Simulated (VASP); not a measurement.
These are PBE GGA, VASP's PBE PAW potentials (set 64) (plane waves; VASP 6.6.1) values and carry that method's errors.

A VASP calculation is set up with these files.

POSCAR:
```
GaSb
1
    0.0000000000     3.0500000000     3.0500000000
    3.0500000000     0.0000000000     3.0500000000
    3.0500000000     3.0500000000     0.0000000000
Ga Sb
1 1
Direct
  0.0000000000   0.0000000000   0.0000000000
  0.2500000000   0.2500000000   0.2500000000
```

File KPOINTS:
```
Automatic mesh
0
Monkhorst-Pack
5 5 5
0 0 0
```

INCAR:
```
ALGO = Normal
EDIFF = 1E-6
ENCUT = 400
GGA = PE
ISIF = 2
ISMEAR = 0
LASPH = T
LCHARG = F
LMAXMIX = 4
LREAL = F
LWAVE = F
NELM = 100
PREC = Accurate
SIGMA = 0.05
SYSTEM = GaSb
```

POTCAR, in this order: Ga_d Sb (PBE.64 set). Program: vasp_std.

Output

### OUTCAR
```
 ion  position               nearest neighbor table
   1  0.000  0.000  0.000-   2 2.64   2 2.64   2 2.64   2 2.64
   2  0.250  0.250  0.250-   1 2.64   1 2.64   1 2.64   1 2.64
  LATTYP: Found a face centered cubic cell.
 ALAT       =     6.1000000000
 Subroutine PRICEL returns:
 Original cell was already a primitive cell.
 Subroutine GETGRP returns: Found 24 space group operations
The static configuration has the point symmetry T_d .
The dynamic configuration has the point symmetry T_d .
 Subroutine INISYM returns: Found 24 space group operations
 Subroutine IBZKPT returns following result:
 Found     10 irreducible k-points:

 Following reciprocal coordinates:
            Coordinates               Weight
  0.000000  0.000000  0.000000      1.000000
  0.200000  0.000000  0.000000      8.000000
  0.400000  0.000000  0.000000      8.000000
  0.200000  0.200000  0.000000      6.000000
  0.400000  0.200000  0.000000     24.000000
 -0.400000  0.200000  0.000000     24.000000
 -0.200000  0.200000  0.000000     12.000000
  0.400000  0.400000  0.000000      6.000000
 -0.400000  0.400000  0.000000     12.000000
 -0.400000  0.400000  0.200000     24.000000
   k-points           NKPTS =     10   k-points in BZ     NKDIM =     10   number of bands    NBANDS=     13
   number of dos      NEDOS =    301   number of ions     NIONS =      2
   total plane-waves  NPLWV =  21952
   dimension x,y,z NGX =    28 NGY =   28 NGZ =   28
   dimension x,y,z NGXF=    56 NGYF=   56 NGZF=   56
   ions per type =               1   1
   PREC   = accura    normal or accurate (medium, high low for compatibility)
   ISTART =      0    job   : 0-new  1-cont  2-samecut
   ICHARG =      2    charge: 1-file 2-atom 10-const
   ISPIN  =      1    spin polarized calculation?
   LNONCOLLINEAR =      F non collinear calculations
   LSORBIT =      F    spin-orbit coupling
   INIWAV =      1    electr: 0-lowe 1-rand  2-diag
   ENCUT  =  400.0 eV  29.40 Ry    5.42 a.u.   7.03  7.03  7.03*2*pi/ulx,y,z
...
```

OSZICAR:
```
       N       E                     dE             d eps       ncg     rms          rms(c)
DAV:   1     0.693572325980E+02    0.69357E+02   -0.76269E+03   268   0.150E+03
DAV:   2    -0.278736830529E+01   -0.72145E+02   -0.70321E+02   280   0.265E+02
DAV:   3    -0.724652341907E+01   -0.44592E+01   -0.44349E+01   325   0.635E+01
DAV:   4    -0.732701175476E+01   -0.80488E-01   -0.80441E-01   298   0.935E+00
DAV:   5    -0.732906305122E+01   -0.20513E-02   -0.20513E-02   351   0.129E+00    0.326E+00
DAV:   6    -0.728044939288E+01    0.48614E-01   -0.79094E-02   383   0.492E+00    0.198E+00
DAV:   7    -0.726651498997E+01    0.13934E-01   -0.47991E-02   315   0.198E+00    0.370E-01
DAV:   8    -0.726765287349E+01   -0.11379E-02   -0.52351E-03   301   0.992E-01    0.857E-02
DAV:   9    -0.726822199916E+01   -0.56913E-03   -0.88827E-04   290   0.269E-01    0.402E-02
DAV:  10    -0.726824556671E+01   -0.23568E-04   -0.46278E-05   323   0.497E-02    0.110E-02
DAV:  11    -0.726827447828E+01   -0.28912E-04   -0.43150E-05   275   0.472E-02    0.526E-03
DAV:  12    -0.726827525975E+01   -0.78147E-06   -0.11809E-06   285   0.854E-03
   1 F= -.72682753E+01 E0= -.72681232E+01  d E =-.304096E-03
```

OUTCAR:
```
------------------------ aborting loop because EDIFF is reached ----------------------------------------
  FORCE on cell =-STRESS in cart. coord.  units (eV):
  Direction    XX          YY          ZZ          XY          YZ          ZX
  --------------------------------------------------------------------------------------
  Total        0.9824707      0.9824707      0.9824707      0.0000000     -0.0000000      0.0000000
  in kB       27.7396301     27.7396301     27.7396301      0.0000000     -0.0000000      0.0000000
  external PRESSURE =      27.7396301 kB  Pullay stress =       0.0000000 kB
  volume of cell :       56.75
      direct lattice vectors                 reciprocal lattice vectors
     0.000000000  3.050000000  3.050000000    -0.163934426  0.163934426  0.163934426
     3.050000000  0.000000000  3.050000000     0.163934426 -0.163934426  0.163934426
     3.050000000  3.050000000  0.000000000     0.163934426  0.163934426 -0.163934426
  FREE ENERGIE OF THE ION-ELECTRON SYSTEM (eV)
  ---------------------------------------------------
  free  energy   TOTEN  =        -7.2682752598 eV

  energy  without entropy=       -7.2679711636  energy(sigma->0) =       -7.26812321
```
(Selected blocks of OUTCAR.)

The compound is GaSb in the zinc blende structure. The cell was not relaxed at this level. The run is one of a series of settings (KPOINTS 5×5×5 Monkhorst-Pack mesh against the base run), some of them coarse on purpose.
